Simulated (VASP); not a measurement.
A run of VASP 6.6.1:

INCAR

```
SYSTEM = MgH20Cl2O10
  ALGO = Normal
  EDIFF = 1E-6
  ENCUT = 520
  GGA = PE
  ISIF = 2
  ISMEAR = -1
  IVDW = 12
  LASPH = .TRUE.
  LCHARG = .FALSE.
  LREAL = Auto
  LWAVE = .FALSE.
  NBANDS = 70
  NELM = 80
  PREC = Accurate
  SIGMA = 0.02
```

The input KPOINTS:

```
k-points
0
G
  1 1 1
  0 0 0
```

Contents of POSCAR:

```
MgH20Cl2O10
1.0
    7.1530900000      0.0000000000      0.0000000000
    0.0000000000      7.1530900000      0.0000000000
    0.0000000000      0.0000000000      7.1530900000
O H Mg Cl
10 20 1 2
Direct
    0.2697435654      0.3534835994      0.3688336090
    0.0569823671      1.0540339909      0.2846741758
    0.6909741105      0.0362640481      0.1048637722
    0.8333042084      0.6623710872      0.3613263639
    0.6857735608      0.3908660453      0.5338811618
    0.3885593499      0.8661851032      0.2757968934
    0.3163527930      0.5197054699      0.7768530803
    0.0776587461      0.7745603648      0.8902586155
    0.8798155762     -0.0302806200      0.6339358235
    0.9685884003      0.3123405409      0.7494523346
    0.3333524393      0.4117800839      0.2607963831
    0.1925461584      0.2479487886      0.3229653199
   -0.0561435687      1.0369085248      0.2050162937
    0.1412117001      0.9581034210      0.2389317064
    0.6706472308      0.1785382261      0.1037174144
    0.6371092772      0.0025024150     -0.0190686822
    0.7831860077      0.6658800602      0.2369046105
    0.9639750094      0.6243176026      0.3390562680
    0.7267488596      0.5024122442      0.4613670456
    0.7819837301      0.3873151323      0.6486147944
    0.4963029963      0.9559784653      0.2371562500
    0.3911596247      0.7582876771      0.1895684243
    0.4013510245      0.5483084933      0.8859947240
    0.2146624745      0.6116657277      0.7666477005
    0.1782446467      0.8550290853      0.9074120415
   -0.0073954053      0.8441666469      0.8072175801
    0.7587490162     -0.0848863918      0.5898569709
    0.9538814694     -0.0308817588      0.5164760963
    0.9074959213      0.1886177862      0.7480403574
    0.9938502102      0.3534835994      0.8800951757
    0.4152750769      0.3402445656      0.6028303852
    0.4271440734      0.0313850378      0.7538700058
    0.5568782163      0.4684129516      0.0956649504
```

Potentials or basis: VASP PAW PBE potentials, release 64 (O, H, Mg, Cl).

Launch:

```bash
$ cat potpaw_PBE.64/O/POTCAR potpaw_PBE.64/H/POTCAR potpaw_PBE.64/Mg/POTCAR potpaw_PBE.64/Cl/POTCAR > POTCAR
$ mpirun -np 1 vasp_gam > vasp.out
```

Hardware: 1 thread of AMD EPYC 7571, with other jobs on the host.

**Question.** Estimate the wall time of this run.

**Answer.** It took 96 s on 1 thread of AMD EPYC 7571, on a shared host, peak memory 0.33 GiB. Counts: scf iterations 15, k points 1.
